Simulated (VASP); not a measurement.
Set up this calculation in VASP 6.6.1, as the native input.

```
Task                   : single point
Functional             : PBE
Potentials or basis    : VASP PAW PBE potentials, release 64 (K_sv, La, Pt)
Cutoff                 : 520 eV
k mesh                 : 5 × 5 × 5
Occupations            : fermi-dirac, width 0.1 eV
Spin                   : no spin polarisation
Dipole correction      : no
Further INCAR settings : ALGO = Normal; EDIFF = 1e-06; NBANDS = 28
```

The structure of KLaPt2 lies in POSCAR:

```
KLaPt2
1.0
    3.8840870000      0.0000000000      0.0000000000
   -1.9420430000      3.3637240000      0.0000000000
   -1.9420430000      1.1212410000      6.5469640000
K La Pt
1 1 2
Direct
    0.0000000000      0.0000000000      0.0000000000
    0.5000000000      0.5000000000      0.5000000000
    0.2400000000      0.7600000000      0.7200000000
    0.7600000000      0.2400000000      0.2800000000
```

The cell was built by a generator and needn't be a form met in nature.

These files were run (other wordings do the same):

INCAR

```
SYSTEM = KLaPt2
ALGO = Normal
EDIFF = 1E-6
ENCUT = 520
GGA = PE
ISIF = 2
ISMEAR = -1
LASPH = .TRUE.
LCHARG = .FALSE.
LREAL = .FALSE.
LWAVE = .FALSE.
NBANDS = 28
NELM = 60
PREC = Accurate
SIGMA = 0.1
```

KPOINTS

```
k-points
0
G
  5 5 5
  0 0 0
```

Potentials or basis: VASP PAW PBE potentials, release 64 (K_sv, La, Pt).

Run with:

```console
$ cat potpaw_PBE.64/K_sv/POTCAR potpaw_PBE.64/La/POTCAR potpaw_PBE.64/Pt/POTCAR > POTCAR
$ mpirun -np 1 vasp_std > vasp.out
```

Results of the run:

```
Pressure               : 29.9 GPa
Largest force          : 1.473 eV/Å
Band gap on the k mesh : 0.38 eV, indirect (least direct gap 0.50 eV)
```

Caveat: a pressure of tens of GPa on the cell as given is suspect, and the run, the potentials or the cell itself is likely at fault; spin-orbit coupling is left out, which moves the levels of the heavy elements; an odd mesh through Γ misses points on the zone boundary, where band edges often lie; forces of over 1 eV/Å show positions far from the minimum, so gaps and moduli don't describe the material at rest.

Run time: 59 s on 1 thread of Intel(R) Xeon(R) Platinum 8488C (Sapphire Rapids) (shared host), peak memory 0.24 GiB.
